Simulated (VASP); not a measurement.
# HfB2: structure and properties in VASP, part 5 of 5

Aim: relax HfB2, then compute properties on the relaxed cell. The start is a cell from a database of measured crystal structures.

VASP 6.6.1; r2SCAN with rVV10; plane waves and PAW (Hf_pv, B).

So far. Step 11 (Volume scan with r2SCAN + rVV10 (run 6)): The run ends at a pressure of -9.61 GPa.

### Step 12. Volume scan with r2SCAN + rVV10 (run 7)

A prediction first. A parabola through the 6 pressures of evenly scaled cells so far, P = 0.00 -265.7 t +536 t² GPa with t = ln(V/V₁) and V₁ the volume at scale 1, gives -13.66 GPa at t = +0.0583.

INCAR

```
SYSTEM = HfB2
PREC = Accurate
ENCUT = 420
EDIFF = 1E-06
NELM = 100
ISMEAR = 0
SIGMA = 0.05
LREAL = .FALSE.
ALGO = Normal
METAGGA = R2SCAN
LUSE_VDW = .TRUE.
IVDW_NL = 2
BPARAM = 11.95
CPARAM = 0.0093
LASPH = .TRUE.
NBANDS = 14
LORBIT = 11
LWAVE = .FALSE.
LCHARG = .FALSE.
KPAR = 2
ISIF = 2
```

POSCAR

```
HfB2
1.0
    3.1910770905      0.0000000000      0.0000000000
   -1.5955385452      2.7635538258      0.0000000000
    0.0000000000      0.0000000000      3.5447635028
Hf B
1 2
Direct
    0.0000000000      0.0000000000      0.0000000000
    0.3333333333      0.6666666667      0.5000000000
    0.6666666667      0.3333333333      0.5000000000
```

KPOINTS

```
Automatic mesh
0
Gamma
10 10 8
0 0 0
```

Potentials, in the order of the species: Hf_pv and B (PBE family, release 64).

Launch:

```sh
$ mpirun -np 2 vasp_std
```

The program printed:

```text
[... set-up lines as in an earlier step ...]
 entering main loop
       N       E                     dE             d eps       ncg     rms          rms(c)
Total rVV10 correction in eV:      0.1699235    17.5557970
Total rVV10 correction in eV:      0.1699235    17.5557970
DAV:   1    -0.164191564590E+02   -0.16419E+02   -0.73505E+03  1968   0.941E+02
DAV:   2    -0.664459938103E+02   -0.50027E+02   -0.46900E+02  2620   0.207E+02
DAV:   3    -0.678861843023E+02   -0.14402E+01   -0.14312E+01  2608   0.265E+01
DAV:   4    -0.678945876215E+02   -0.84033E-02   -0.84022E-02  2290   0.247E+00
DAV:   5    -0.678946604668E+02   -0.72845E-04   -0.72837E-04  2620   0.195E-01    0.530E+01
Total rVV10 correction in eV:      0.1694477    17.5557969
Total rVV10 correction in eV:      0.1694477    17.5557969
DAV:   6    -0.628708296595E+02    0.50238E+01   -0.31364E+00  2470   0.136E+01    0.361E+01
Total rVV10 correction in eV:      0.1679748    17.5557969
Total rVV10 correction in eV:      0.1679748    17.5557969
DAV:   7    -0.629099254068E+02   -0.39096E-01   -0.11742E+00  2488   0.815E+00    0.912E+00
Total rVV10 correction in eV:      0.1674312    17.5557969
Total rVV10 correction in eV:      0.1674312    17.5557969
DAV:   8    -0.628487924174E+02    0.61133E-01   -0.26491E-01  2314   0.379E+00    0.230E+00
Total rVV10 correction in eV:      0.1677936    17.5557969
Total rVV10 correction in eV:      0.1677936    17.5557969
DAV:   9    -0.628468004329E+02    0.19920E-02   -0.15191E-02  2380   0.101E+00    0.341E-01
Total rVV10 correction in eV:      0.1678665    17.5557969
Total rVV10 correction in eV:      0.1678665    17.5557969
DAV:  10    -0.628469859466E+02   -0.18551E-03   -0.49099E-04  2434   0.174E-01    0.131E-01
Total rVV10 correction in eV:      0.1678974    17.5557969
Total rVV10 correction in eV:      0.1678974    17.5557969
DAV:  11    -0.628469859064E+02    0.40196E-07   -0.40483E-05  2476   0.563E-02    0.632E-02
Total rVV10 correction in eV:      0.1678829    17.5557969
Total rVV10 correction in eV:      0.1678829    17.5557969
DAV:  12    -0.628469856599E+02    0.24659E-06   -0.23097E-06  2288   0.125E-02
Total rVV10 correction in eV:      0.1678842    17.5557969
Total rVV10 correction in eV:      0.1678842    17.5557969
Total rVV10 correction in eV:      0.1678825    17.5557969
Total rVV10 correction in eV:      0.1678825    17.5557969
   1 F= -.62846986E+02 E0= -.62846560E+02  d E =-.850579E-03
```

Elapsed: 45 s, on 2 MPI ranks of AMD EPYC 7R13 (Zen 3), shared host; peak memory 0.39 GiB; 88 s of CPU time.

OUTCAR, selected parts (step 12):

```text
  Total       -2.8009488     -2.8009488     -2.4509377     -0.0000000      0.0000000     -0.0000000
  in kB     -143.5566326   -143.5566326   -125.6175644     -0.0000000      0.0000000     -0.0000000
  external PRESSURE =    -137.5769432 kB  Pullay stress =       0.0000000 kB

 POSITION                                       TOTAL-FORCE (eV/Angst)
 -----------------------------------------------------------------------------------
      0.00000      0.00000      0.00000         0.000000      0.000000      0.000000
     -0.00000      1.84237      1.77238        -0.000000      0.000000     -0.000000
      1.59554      0.92118      1.77238         0.000000     -0.000000      0.000000
 -----------------------------------------------------------------------------------
    total drift:                               -0.000000      0.000000      0.000000

  FREE ENERGIE OF THE ION-ELECTRON SYSTEM (eV)
  ---------------------------------------------------
  free  energy   TOTEN  =       -62.8469856599 eV

  energy  without entropy=      -62.8461350808  energy(sigma->0) =      -62.84656037

[... 1 part as in an earlier step ...]

[... 2 further parts left out ...]
[key lines of the parts left out:]
E-fermi :   7.1979
```

The pressure falls from -9.61 to -13.76 GPa. The parabola predicted -13.66 GPa, +0.10 GPa off.

### Step 13. Comparing the runs

Times are for 2 MPI ranks of AMD EPYC 7R13 (Zen 3), shared host. The series side by side:

| no. | volume scale | energy above the lowest point (meV/atom) | pressure (GPa) | time | memory (GiB) |
| --- | --- | --- | --- | --- | --- |
| 1 | 0.94 | 32.94 | 18.51 | 33 s | 0.34 |
| 2 | 0.96 | 14.32 | 11.73 | 45 s | 0.38 |
| 3 | 0.98 | 3.58 | 5.582 | 45 s | 0.39 |
| 4 | 1 | 0 | 0.01454 | 44 s | 0.39 |
| 5 | 1.02 | 2.91 | -5.032 | 45 s | 0.39 |
| 6 | 1.04 | 11.73 | -9.608 | 45 s | 0.39 |
| 7 | 1.06 | 25.89 | -13.76 | 45 s | 0.39 |

### Step 14. Fit for r2SCAN + rVV10

This step: Birch-Murnaghan fit, r2SCAN with rVV10; plane waves and PAW (VASP 6.6.1).

This step runs nothing: it gathers the runs above.

Numbers from this step:

```yaml
pressure_derivative_of_the_bulk_modulus: 3.841
r_m_s_error_of_the_fit: 2.19e-6 eV/atom
minimum_inside_the_sampled_range: yes
bulk_modulus: 263.7 GPa
equilibrium_volume_of_the_fit: 9.837 Å³/atom
```

The energy above the fitted minimum by volume:

| volume (Å³/atom) | energy above the fitted minimum (eV/atom) |
| --- | --- |
| 9.240 | 0.0329 |
| 9.437 | 0.0143 |
| 9.634 | 0.00358 |
| 9.830 | 4.8e-6 |
| 10.027 | 0.00291 |
| 10.223 | 0.0117 |
| 10.420 | 0.0259 |

The fitted volume lies +0.07 % from the relaxed one.

### Step 15. Electric field gradients (r2SCAN + rVV10)

This step: r2SCAN with rVV10; plane waves and PAW (Hf_pv, B) (VASP 6.6.1).

Field gradients probe how far the charge around each nucleus departs from cubic symmetry; LASPH keeps the non-spherical terms inside the spheres.

INCAR, as its differences from that of step 12:

```diff
@@ -3,3 +3,3 @@
 ENCUT = 420
-EDIFF = 1E-06
+EDIFF = 1E-07
 NELM = 100
@@ -20,2 +20,2 @@
 KPAR = 2
-ISIF = 2
+LEFG = .TRUE.
```

POSCAR

```
HfB2
1.0
    3.1296949394      0.0000000000      0.0000000000
   -1.5648474697      2.7103953236      0.0000000000
    0.0000000000      0.0000000000      3.4765779959
Hf B
1 2
Direct
    0.0000000000      0.0000000000      0.0000000000
    0.3333333333      0.6666666667      0.5000000000
    0.6666666667      0.3333333333      0.5000000000
```

KPOINTS is that of step 12.

Launch:

```sh
$ mpirun -np 2 vasp_std
```

The program printed:

```text
[... set-up lines as in an earlier step ...]
 entering main loop
       N       E                     dE             d eps       ncg     rms          rms(c)
Total rVV10 correction in eV:      0.1603262    17.5557970
Total rVV10 correction in eV:      0.1603262    17.5557970
[... 5 cycles as in an earlier step ...]
Total rVV10 correction in eV:      0.1602937    17.5557972
Total rVV10 correction in eV:      0.1602937    17.5557972
[... 1 cycle as in an earlier step ...]
Total rVV10 correction in eV:      0.1595873    17.5557972
Total rVV10 correction in eV:      0.1595873    17.5557972
[... 1 cycle as in an earlier step ...]
Total rVV10 correction in eV:      0.1591662    17.5557972
Total rVV10 correction in eV:      0.1591662    17.5557972
[... 1 cycle as in an earlier step ...]
Total rVV10 correction in eV:      0.1594758    17.5557972
Total rVV10 correction in eV:      0.1594758    17.5557972
[... 1 cycle as in an earlier step ...]
Total rVV10 correction in eV:      0.1595402    17.5557972
Total rVV10 correction in eV:      0.1595402    17.5557972
[... 1 cycle as in an earlier step ...]
Total rVV10 correction in eV:      0.1595706    17.5557972
Total rVV10 correction in eV:      0.1595706    17.5557972
[... 1 cycle as in an earlier step ...]
Total rVV10 correction in eV:      0.1595587    17.5557972
Total rVV10 correction in eV:      0.1595587    17.5557972
DAV:  12    -0.629246266813E+02   -0.14656E-06   -0.18021E-06  2320   0.113E-02    0.163E-02
Total rVV10 correction in eV:      0.1595581    17.5557972
Total rVV10 correction in eV:      0.1595581    17.5557972
DAV:  13    -0.629246259811E+02    0.70018E-06   -0.84246E-07  2386   0.762E-03    0.150E-03
Total rVV10 correction in eV:      0.1595591    17.5557972
Total rVV10 correction in eV:      0.1595591    17.5557972
DAV:  14    -0.629246261620E+02   -0.18089E-06   -0.26593E-08  1082   0.153E-03    0.199E-03
Total rVV10 correction in eV:      0.1595607    17.5557972
Total rVV10 correction in eV:      0.1595607    17.5557972
DAV:  15    -0.629246262542E+02   -0.92186E-07   -0.15843E-08  1052   0.110E-03
Total rVV10 correction in eV:      0.1595605    17.5557972
Total rVV10 correction in eV:      0.1595605    17.5557972
Total rVV10 correction in eV:      0.1595606    17.5557972
Total rVV10 correction in eV:      0.1595606    17.5557972
ion   1
     0.0000000     0.0000000     0.0000000    -0.6744281     0.0000000     0.0000000
     0.0000654     0.0000000     0.0000000    -0.6744281     0.0000000     0.0000000
     0.0000901     0.0000000     0.0000000    -0.6744281     0.0000000     0.0000000
     0.0001241     0.0000000     0.0000000    -0.6744281     0.0000000     0.0000000
     0.0001709     0.0000000     0.0000000    -0.6744282     0.0000000     0.0000000

     0.0000000     0.0000000     0.0000000   -59.6985793     0.0000000     0.0000002
     0.0000654     0.0000000     0.0000000   -59.6857038     0.0000000     0.0000002
     0.0000901     0.0000000     0.0000000   -59.6808274     0.0000000     0.0000002
     0.0001241     0.0000000     0.0000000   -59.6741978     0.0000000     0.0000002
     0.0001709     0.0000000     0.0000000   -59.6653988     0.0000000     0.0000002

ion   2
     0.0000000     0.0000000     0.0000000    -2.3860169     0.0000000     0.0000000
     0.0000257     0.0000000     0.0000000    -2.3860169     0.0000000     0.0000000
     0.0000354     0.0000000     0.0000000    -2.3860169     0.0000000     0.0000000
     0.0000487     0.0000000     0.0000000    -2.3860169     0.0000000     0.0000000
     0.0000671     0.0000000     0.0000000    -2.3860169     0.0000000     0.0000000

     0.0000000     0.0000000     0.0000000    -2.8365165     0.0000000     0.0000000
     0.0000257     0.0000000     0.0000000    -2.8365164     0.0000000     0.0000000
     0.0000354     0.0000000     0.0000000    -2.8365164     0.0000000     0.0000000
     0.0000487     0.0000000     0.0000000    -2.8365164     0.0000000     0.0000000
     0.0000671     0.0000000     0.0000000    -2.8365163     0.0000000     0.0000000

ion   3
     0.0000000     0.0000000     0.0000000    -2.3860169     0.0000000     0.0000000
     0.0000257     0.0000000     0.0000000    -2.3860169     0.0000000     0.0000000
     0.0000354     0.0000000     0.0000000    -2.3860169     0.0000000     0.0000000
     0.0000487     0.0000000     0.0000000    -2.3860169     0.0000000     0.0000000
     0.0000671     0.0000000     0.0000000    -2.3860169     0.0000000     0.0000000

     0.0000000     0.0000000     0.0000000    -2.8365165     0.0000000     0.0000000
     0.0000257     0.0000000     0.0000000    -2.8365164     0.0000000     0.0000000
     0.0000354     0.0000000     0.0000000    -2.8365164     0.0000000     0.0000000
     0.0000487     0.0000000     0.0000000    -2.8365164     0.0000000     0.0000000
     0.0000671     0.0000000     0.0000000    -2.8365163     0.0000000     0.0000000

   1 F= -.62924626E+02 E0= -.62924215E+02  d E =-.821965E-03
```

Run time: 54 s. Hardware: 2 MPI ranks; peak memory 0.39 GiB; 1.8 min of CPU time.

From OUTCAR (step 15):

```text
   NELECT =      16.0000    total number of electrons

 E-fermi :   7.6333

 k-point     1 :       0.0000    0.0000    0.0000
  band No.  band energies     occupation
    ...
      4      -6.9562      2.00000
      5       4.6167      2.00000
      6       4.6736      2.00000
      7       4.7196      2.00000
      8       4.7196      2.00000
      9      12.0490      0.00000
     10      12.0490      0.00000
     11      12.7335      0.00000
     12      12.7335      0.00000
     13      12.9600      0.00000
    ...

  Total        0.0084072      0.0084072      0.0058379      0.0000000     -0.0000000      0.0000000
  in kB        0.4567472      0.4567472      0.3171626      0.0000000     -0.0000000      0.0000000
  external PRESSURE =       0.4102190 kB  Pullay stress =       0.0000000 kB

 POSITION                                       TOTAL-FORCE (eV/Angst)
 -----------------------------------------------------------------------------------
      0.00000      0.00000      0.00000         0.000000      0.000000     -0.000000
     -0.00000      1.80693      1.73829         0.000000     -0.000000     -0.000000
      1.56485      0.90347      1.73829        -0.000000      0.000000      0.000000
 -----------------------------------------------------------------------------------
    total drift:                               -0.000000      0.000000      0.000000

  FREE ENERGIE OF THE ION-ELECTRON SYSTEM (eV)
  ---------------------------------------------------
  free  energy   TOTEN  =       -62.9246262542 eV

  energy  without entropy=      -62.9238042893  energy(sigma->0) =      -62.92421527

 Electric field gradients after diagonalization (V/A^2)
 (convention: |V_zz| > |V_xx| > |V_yy|)
----------------------------------------------------------------------
 ion       V_xx      V_yy      V_zz     asymmetry (V_yy - V_xx)/ V_zz
----------------------------------------------------------------------
   1     -37.645   -37.645    75.290       0.000
   2      -1.002    -1.002     2.005       0.000
   3      -1.002    -1.002     2.005       0.000
----------------------------------------------------------------------

[... 9 parts as in an earlier step ...]

[... 8 further parts left out ...]
```

Numbers from this step:

| Quantity | Value |
| --- | --- |
| SCF cycles | 15 |
| free energy (TOTEN) | -62.9246 eV |
| energy at zero smearing | -62.9242 eV |
| Fermi energy | 7.633 eV |
| pressure | 0.04102 GPa |

Electric field gradients, by row:

| atom | Vxx (V/Å²) | Vyy (V/Å²) | Vzz (V/Å²) | asymmetry |
| --- | --- | --- | --- | --- |
| Hf1 | -37.65 | -37.65 | 75.29 | 0 |
| B2 | -1.002 | -1.002 | 2.005 | 0 |
| B3 | -1.002 | -1.002 | 2.005 | 0 |

The largest gradient, 75.29 V/Å², sits on Hf1; times the quadrupole moment of a nucleus that has one, it gives the coupling that NMR and NQR see.

### Step 16. Outcome

```yaml
relaxed_volume: 9.830 Å³/atom
relaxed_conventional_cell_a_b_c: 3.130, 3.130, 3.477 Å; angles 90.0, 90.0, 120.0°
space_group_after_relaxing_within_0p02_a: P6/mmm (No. 191)
band_gap: none, a metal
dos_at_the_fermi_level: 0.251 states/eV/cell
bulk_modulus_from_the_fit: 264 GPa
volume_from_the_fit: 9.84 Å³/atom
largest_field_gradient_vzz: 75.29 V/Å² on Hf1
```

What this shows: With r2SCAN + rVV10, HfB2 relaxes to 9.830 Å³/atom in space group P6/mmm (held by the symmetry of the run), comes out as a metal and has a bulk modulus of 264 GPa at fixed shape and positions, an upper bound. Against the listed cell the volume lies -0.8 % (a -0.3 %, c -0.1 %). Band structure (r2SCAN + rVV10): Of the bands kept, 2 cross the Fermi level on this path. Spin-orbit coupling is left out, and with elements this heavy it would split and shift bands near the Fermi level. No search among competing phases was made, and a listed structure need not be the one stable at ambient conditions. All values are for a static lattice at zero temperature.

[Lines on the potential files, build, host, timing and source positions are cut from VASP's logs without a mark.]

[Logs are printed without paths, hosts, clocks, repeated set-up lines and the standing remarks that a program may print on its own settings, such as how far it seeks lower states.]

[Hosts, paths, dates, database ids (printed as entryN), source tags and the programs' standing remarks are cut or masked in the printed files.]

[A measured line is paired with the nearest computed mode of its activity, which favours agreement.]
